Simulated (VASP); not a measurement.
Method: PBE GGA with spin-orbit coupling, VASP's PBE PAW potentials (set 64) (plane waves; VASP 6.6.1).

Input for VASP

### KPOINTS
```
K-points
0
gamma
6 6 4
0 0 0
```

**INCAR**
```
ALGO  =  Normal
EDIFF  =  1E-6
ENCUT  =  520
GGA  =  PE
GGA_COMPAT  =  F
ISMEAR  =  0
LASPH  =  T
LCHARG  =  F
LMAXMIX  =  6
LREAL  =  F
LSORBIT  =  T
LWAVE  =  F
MAGMOM  =  0 0 0 0 0 0 0 0 0 0 0 0 0 0 0
NELM  =  100
PREC  =  Accurate
SIGMA  =  0.05
SYSTEM  =  La2O3
```

File POSCAR:
```
La2O3
1
    1.9688826920    -3.4102047660     0.0000000000
    1.9688826920     3.4102047660    -0.0000000000
    0.0000000000     0.0000000000     6.1839676993
La O
2 3
Direct
  0.3333330000   0.6666670000   0.2472692539
  0.6666670000   0.3333330000   0.7527307461
  0.0000000000   0.0000000000   1.0000000000
  0.3333330000   0.6666670000   0.6457762275
  0.6666670000   0.3333330000   0.3542237725
```

File KPOINTS_OPT:
```
k-points along high-symmetry lines
5
Line-mode
Reciprocal
  0.000000   0.000000   0.000000 ! GAMMA
  0.500000   0.000000   0.000000 ! M

  0.500000   0.000000   0.000000 ! M
  0.333333   0.333333   0.000000 ! K

  0.333333   0.333333   0.000000 ! K
  0.000000   0.000000   0.000000 ! GAMMA

  0.000000   0.000000   0.000000 ! GAMMA
  0.000000   0.000000   0.500000 ! A

  0.000000   0.000000   0.500000 ! A
  0.500000   0.000000   0.500000 ! L

  0.500000   0.000000   0.500000 ! L
  0.333333   0.333333   0.500000 ! H

  0.333333   0.333333   0.500000 ! H
  0.000000   0.000000   0.500000 ! A

  0.500000   0.000000   0.500000 ! L
  0.500000   0.000000   0.000000 ! M

  0.333333   0.333333   0.500000 ! H
  0.333333   0.333333   0.000000 ! K
```

POTCAR, in this order: La O (PBE.64 set). Program: vasp_ncl.

Output

File OSZICAR:
```
       N       E                     dE             d eps       ncg     rms          rms(c)
DAV:   1     0.569893534650E+03    0.56989E+03   -0.14694E+04  2304   0.257E+03
DAV:   2     0.174107658087E+03   -0.39579E+03   -0.37991E+03  3072   0.474E+02
DAV:   3     0.760956038353E+01   -0.16650E+03   -0.16249E+03  3984   0.290E+02
DAV:   4    -0.429418527390E+02   -0.50551E+02   -0.49186E+02  4328   0.164E+02
DAV:   5    -0.476903827480E+02   -0.47485E+01   -0.47275E+01  4416   0.670E+01    0.145E+01
DAV:   6    -0.421413068005E+02    0.55491E+01   -0.45169E+01  3672   0.487E+01    0.711E+00
DAV:   7    -0.423863394576E+02   -0.24503E+00   -0.56670E+00  4504   0.275E+01    0.346E+00
DAV:   8    -0.424033826739E+02   -0.17043E-01   -0.81254E-01  4240   0.103E+01    0.115E+00
DAV:   9    -0.423934579091E+02    0.99248E-02   -0.15587E-01  4528   0.383E+00    0.348E-01
DAV:  10    -0.423965940012E+02   -0.31361E-02   -0.23817E-02  4560   0.146E+00    0.202E-01
DAV:  11    -0.423978369754E+02   -0.12430E-02   -0.28701E-03  4528   0.646E-01    0.125E-01
DAV:  12    -0.423987230642E+02   -0.88609E-03   -0.17842E-03  3752   0.413E-01    0.334E-02
DAV:  13    -0.423987166616E+02    0.64026E-05   -0.28197E-04  4320   0.226E-01    0.170E-02
DAV:  14    -0.423987359661E+02   -0.19304E-04   -0.19368E-04  4248   0.113E-01    0.188E-02
DAV:  15    -0.423987320516E+02    0.39144E-05   -0.28847E-05  4392   0.637E-02    0.961E-03
DAV:  16    -0.423987335299E+02   -0.14783E-05   -0.24537E-05  4064   0.407E-02    0.461E-03
DAV:  17    -0.423987331738E+02    0.35610E-06   -0.20917E-06  2400   0.200E-02
   1 F= -.42398733E+02 E0= -.42398733E+02  d E =-.218126E-15  mag=     0.0000    -0.0000     0.0000
       N       E                     dE             ncg
       N       E                     dE             ncg
```

### OUTCAR
```
------------------------ aborting loop because EDIFF is reached ----------------------------------------
  FORCE on cell =-STRESS in cart. coord.  units (eV):
  Direction    XX          YY          ZZ          XY          YZ          ZX
  --------------------------------------------------------------------------------------
  Total       -0.0248013     -0.0248013     -0.0456763     -0.0000000      0.0000000     -0.0000000
  in kB       -0.4785065     -0.4785065     -0.8812605     -0.0000000      0.0000000     -0.0000000
  external PRESSURE =      -0.6127578 kB  Pullay stress =       0.0000000 kB
  volume of cell :       83.04
      direct lattice vectors                 reciprocal lattice vectors
     1.968882692 -3.410204766  0.000000000     0.253951138 -0.146618762  0.000000000
     1.968882692  3.410204766  0.000000000     0.253951138  0.146618762  0.000000000
     0.000000000  0.000000000  6.183967699     0.000000000  0.000000000  0.161708477
 POSITION                                       TOTAL-FORCE (eV/Angst)
 -----------------------------------------------------------------------------------
      1.96888      1.13674      1.52911         0.000000     -0.000000     -0.001247
      1.96888     -1.13674      4.65486         0.000000      0.000000      0.001247
      0.00000      0.00000      0.00000        -0.000000     -0.000000      0.000000
      1.96888      1.13674      3.99346        -0.000000      0.000000     -0.019595
      1.96888     -1.13674      2.19051        -0.000000     -0.000000      0.019595
 -----------------------------------------------------------------------------------
    total drift:                               -0.000000      0.000000      0.000000
  FREE ENERGIE OF THE ION-ELECTRON SYSTEM (eV)
  ---------------------------------------------------
  free  energy   TOTEN  =       -42.3987331738 eV

  energy  without entropy=      -42.3987331738  energy(sigma->0) =      -42.39873317

 Ion:    1  E_soc:     -0.5760824

 Ion:    2  E_soc:     -0.5760824

 Ion:    3  E_soc:     -0.0004983

 Ion:    4  E_soc:     -0.0004388

 Ion:    5  E_soc:     -0.0004388
```
(Selected blocks of OUTCAR.)

The compound is La2O3 in the a-type structure. It was relaxed first.
